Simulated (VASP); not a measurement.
```
CELL_PARAMETERS angstrom
      1.48335    -2.56924     0.00000
      1.48335     2.56924     0.00000
      0.00000     0.00000     4.70981
ATOMIC_POSITIONS crystal
  Ti 0.33333 0.66667 0.25000
  Ti 0.66667 0.33333 0.75000
```

Level of theory: vdW-DF2, VASP's PBE PAW potentials (set 64) (plane waves; VASP). Settings: 520 eV cut-off, Gaussian smearing of 0.050 eV, potentials Ti_sv.

Give the energies of bands 9 to 15 at the high-symmetry points, in eV from the Fermi level.

```json
[
 {"band": "9", "Γ": "-5.97", "M": "-2.25", "K": "-1.61", "A": "-4.17", "L": "-2.42", "H": "-1.17"},
 {"band": "10", "Γ": "-2.59", "M": "-2.07", "K": "-1.34", "A": "-4.17", "L": "-2.42", "H": "-1.17"},
 {"band": "11", "Γ": "0.68", "M": "-1.76", "K": "-1.34", "A": "0.03", "L": "-0.81", "H": "-1.04"},
 {"band": "12", "Γ": "0.68", "M": "-0.56", "K": "-1.21", "A": "0.03", "L": "-0.81", "H": "-1.04"},
 {"band": "13", "Γ": "0.75", "M": "0.43", "K": "0.20", "A": "0.60", "L": "1.33", "H": "-0.22"},
 {"band": "14", "Γ": "0.83", "M": "0.58", "K": "0.20", "A": "0.60", "L": "1.33", "H": "-0.22"},
 {"band": "15", "Γ": "1.14", "M": "1.06", "K": "1.38", "A": "0.60", "L": "1.60", "H": "1.54"}
]
```

It has no gap at this level: it comes out as a metal or semimetal.

The compound is Ti in the hcp structure. It was relaxed first.
